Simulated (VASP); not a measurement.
Runs of VASP 6.6.1 on CsSi2. Symmetry: P-6m2, No. 187, hexagonal system. Conventional cell: a = 6.372 Å, b = 6.372 Å, c = 4.479 Å, α = 90.00°, β = 90.00°, γ = 120.00°. Around Cs (site symmetry -6m2) lie 6 Si at 3.85 Å. Si (site symmetry 3m) has 2 Si at 2.24 Å as nearest neighbours. The cell was built by a generator and needn't be a form met in nature.

```tsv
task	level	potentials or basis	cell	cutoff (eV)	smearing	gap on the mesh (eV)	pressure (GPa)	largest force (eV/Å)
electrostatic potential	PBE+D3(BJ)	VASP PAW PBE potentials, release 64 (Cs_sv, Si)	as given	520	gaussian 0.05 eV	none	-1.2	0.16
relaxation of the atoms	LDA	VASP PAW LDA potentials, release 64 (Cs_sv, Si)	atoms relaxed	520	gaussian 0.05 eV	none	-1.6	-
relaxation of cell and atoms	PBE	VASP PAW PBE potentials, release 64 (Cs_sv, Si)	relaxed	600	gaussian 0.05 eV	none	0.0	-
single point	PBE	VASP PAW PBE potentials, release 64 (Cs_sv, Si)	as given	520	fermi-dirac 0.05 eV	none	(a)	0.16
```

Alike in all rows: no spin polarisation; k mesh 5 × 5 × 6.

Task: Fill in the values left out.

Result: (a) -0.6.

Caveats: pairwise dispersion overbinds metals, which lowers pressure and volume (some runs).

A k mesh can miss the band edges, and the runs leave out spin-orbit coupling on Cs.

A gap of «none» marks a metal or a gap under the smearing width.
